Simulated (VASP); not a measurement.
Si2Mo:

```
CELL_PARAMETERS angstrom
-1.60000 1.60000 3.93050
1.60000 -1.60000 3.93050
1.60000 1.60000 -3.93050
ATOMIC_POSITIONS crystal
Si 0.33300 0.33300 0.00000
Si 0.66700 0.66700 0.00000
Mo 0.00000 0.00000 0.00000
```

| Property | Result |
| --- | --- |
| Program | VASP 6.6.1 |
| Task | relaxation of cell and atoms |
| Functional | PBEsol |
| Potentials or basis | VASP PAW PBE potentials, release 64 (Si, Mo_sv) |
| Cutoff | 600 eV |
| k mesh | 16 × 16 × 16 |
| Occupations | methfessel-paxton, width 0.1 eV |
| Spin | no spin polarisation |

At the start: pressure -2.4 GPa; volume 13.42 Å³/atom.

Q: Where does the relaxation end?

A: Over 6 steps the energy falls by 2.8 meV/atom and the volume is 13.29 Å³/atom (-1.0 %); space group I4/mmm (No. 139, to 0.05 Å).

The path:
```csv
step,energy change (eV),largest force (eV/Å),pressure (GPa),volume (Å³)
1,0.0000,0.3212,-2.40,40.25
2,0.0027,0.0324,4.60,39.09
3,-0.0067,0.1684,0.70,39.71
4,-0.0085,0.0000,0.02,39.86
5,-0.0085,0.0006,0.02,39.86
6,-0.0085,0.0017,-0.04,39.87
```

Final structure:
```
CELL_PARAMETERS angstrom
-1.59598 1.59598 3.91275
1.59598 -1.59598 3.91275
1.59598 1.59598 -3.91275
ATOMIC_POSITIONS crystal
Si 0.33507 0.33507 0.00000
Si 0.66493 0.66493 0.00000
Mo 0.00000 0.00000 0.00000
```

Caveat: the PAW data sets were made with another functional, which shifts forces and pressure a little.
